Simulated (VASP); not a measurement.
Data:

```
CELL_PARAMETERS angstrom
      4.83317     0.00000     0.00000
      0.00000     3.19941     0.00000
      0.00000     0.00000     4.93451
ATOMIC_POSITIONS crystal
  Sc 0.75000 0.50000 0.31250
  Sc 0.25000 0.50000 0.68750
  Ta 0.75000 0.00000 0.81250
  Ta 0.25000 0.00000 0.18750
```

These are PBE GGA, VASP's PBE PAW potentials (set 64) (plane waves; VASP 6.6.1) values and carry that method's errors. Numerical set-up: 300 eV cut-off, 4×5×4 Γ-centred mesh, Gaussian smearing of 0.10 eV, potentials Sc_sv Ta_pv.

At this cut-off the stress carries a Pulay error, which pulls relaxed volumes low. Unless said otherwise, spin-orbit coupling is left out, though it shifts the bands of the heavy elements here.

Question: Estimate the energy per atom (σ→0), pressure, largest force, band gap (on the k-mesh) with the smallest direct gap where there is one.

Answer: 
- band gap (on the k-mesh): none (metal, semimetal or under 0.01 eV)
- energy per atom (σ→0): -8.709 eV/atom
- pressure: 7.03 GPa
- largest force: 1.244 eV/Å

Only differences to runs with the same potentials and settings are physical.

The structure was generated: ScTa was put into an ordered model structure, which need not be its known phase. The cell was not relaxed at this level. The k-mesh is coarse (spacing up to 0.39 per Å, 2π included), so the numbers may not be converged in it.
